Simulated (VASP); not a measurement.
An input for Ansatz (written as the equivalent of a VASP run, and not itself run):

Ansatz 0.2 input:
```yaml
crystal:
  lattice:
    - [0.0000000, 2.0162665, 2.0162665]
    - [2.0162665, 0.0000000, 2.0162665]
    - [2.0162665, 2.0162665, 0.0000000]
  atoms:
    - { symbol: Na, position: [0.0000000, 0.0000000, 0.0000000] }
    - { symbol: F, position: [0.5000000, 0.5000000, 0.5000000] }
kpoints:
  mp_grid: { grid: [11, 11, 11] }
hamiltonian:
  xc: lda
  pseudopotentials: { kind: paw }
scf:
  occupations: { method: gaussian, width: 0.05 }
  max_iter: 100
relax:
  max_steps: 40
  f_tol: 0.02
  cell: { p_target: 45 }
output: { forces: true, stress: true, eigenvalues: true }
```

### Question
Write the VASP files for the same calculation (LDA).

### Answer
Several could match; the one computed here: 
**INCAR**
```
NSW = 40   ! most ionic steps
ALGO = Normal   ! blocked Davidson
EDIFF = 1E-6   ! SCF stop (eV)
ISMEAR = 0   ! Gaussian
ISIF = 3
PSTRESS = 450
ENCUT = 620   ! plane-wave cut-off (eV)
PREC = Accurate
EDIFFG = -0.02   ! ionic stop
SIGMA = 0.05
LREAL = .FALSE.
SYSTEM = NaF
LASPH = .TRUE.   ! aspherical one-centre terms
NELM = 100   ! most electronic steps
IBRION = 2   ! conjugate gradients
LWAVE = .FALSE.
LCHARG = .FALSE.
```

### POSCAR
```
NaF
1
    0.0000000000     2.0162665439     2.0162665439
    2.0162665439     0.0000000000     2.0162665439
    2.0162665439     2.0162665439     0.0000000000
Na F
1 1
Direct
  0.0000000000   0.0000000000   0.0000000000
  0.5000000000   0.5000000000   0.5000000000
```

### KPOINTS
```
Automatic mesh
0
Gamma
11 11 11
0 0 0
```

POTCAR, in this order: Na_pv F (LDA.64 set). Program: vasp_std.

Limits of the translation: each code has its own PAW files, so the cut-off isn't converted (ENCUT is set for VASP's; basis.ecutwfc is left out, and Ansatz then takes the one that its files recommend); Ansatz stops its SCF on the density residual and VASP on the energy change (EDIFF); Ansatz's lda is the Perdew-Wang form, while the LDA potentials of VASP carry Perdew-Zunger's.

The compound is NaF in the rock salt structure. It was relaxed first under an external pressure of 45 GPa.
